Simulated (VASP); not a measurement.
Input:

```yaml
crystal:
  lattice:
    - [6.30071, 0.00000, -0.00009]
    - [0.00000, 3.85042, 0.00000]
    - [-0.00536, 0.00000, 6.68107]
  atoms:
    - { symbol: Mg, position: [0.50070, 0.00000, 0.66652] }
    - { symbol: Zn, position: [0.49884, 0.50000, 0.16684] }
    - { symbol: Zn, position: [0.99927, 0.50000, 0.83654] }
    - { symbol: Zn, position: [0.99868, 0.00000, 0.32978] }
    - { symbol: S, position: [0.11358, 0.00000, 0.66542] }
    - { symbol: S, position: [0.12718, 0.50000, 0.16737] }
    - { symbol: S, position: [0.63019, 0.50000, 0.84303] }
    - { symbol: S, position: [0.62765, 0.00000, 0.32441] }
```

Level of theory: r2SCAN meta-GGA, VASP's PBE PAW potentials (set 64) (plane waves; VASP 6.6.1). Run with 400 eV cut-off, 4×7×4 Γ-centred mesh, tetrahedra with Blöchl corrections, potentials Mg Zn S.

Give the energies of bands 23 to 36 at the high-symmetry points, in eV from the valence-band maximum.

| band | Γ | Z | D | B | A | E | C2 | Y2 |
|---|---|---|---|---|---|---|---|---|
| 23 | -2.96 | -3.31 | -3.37 | -2.61 | -2.62 | -3.79 | -3.37 | -2.39 |
| 24 | -2.04 | -2.98 | -3.10 | -2.24 | -1.75 | -1.64 | -2.50 | -1.57 |
| 25 | -1.55 | -2.82 | -2.75 | -1.69 | -1.62 | -1.62 | -2.41 | -1.57 |
| 26 | -0.85 | -2.75 | -2.07 | -1.65 | -1.50 | -1.54 | -2.23 | -1.36 |
| 27 | -0.83 | -2.47 | -2.01 | -1.34 | -1.27 | -1.52 | -2.21 | -1.32 |
| 28 | -0.77 | -1.58 | -1.54 | -0.68 | -1.16 | -1.42 | -1.39 | -0.54 |
| 29 | -0.07 | -1.51 | -1.51 | -0.50 | -0.99 | -1.37 | -1.34 | -0.54 |
| 30 | -0.01 | -1.40 | -0.83 | -0.45 | -0.97 | -1.33 | -1.27 | -0.32 |
| 31 | 0.00 | -1.31 | -0.73 | -0.29 | -0.69 | -1.26 | -1.11 | -0.30 |
| 32 | 2.97 | 5.08 | 4.09 | 4.48 | 4.70 | 4.03 | 4.91 | 4.03 |
| 33 | 3.87 | 5.21 | 4.39 | 4.61 | 4.79 | 4.11 | 5.03 | 4.07 |
| 34 | 4.43 | 5.92 | 4.95 | 4.64 | 4.98 | 4.11 | 5.08 | 4.19 |
| 35 | 5.41 | 6.12 | 5.46 | 5.73 | 5.53 | 4.72 | 5.90 | 5.10 |
| 36 | 5.57 | 6.45 | 5.47 | 6.37 | 6.28 | 5.68 | 6.71 | 5.83 |

The gap is direct, 2.97 eV, from the valence maximum at Γ to the conduction minimum at Γ.

The structure comes from a computed database's MgZn3S4 entry (Pm); how it stands against other phases isn't given here. It was relaxed first.
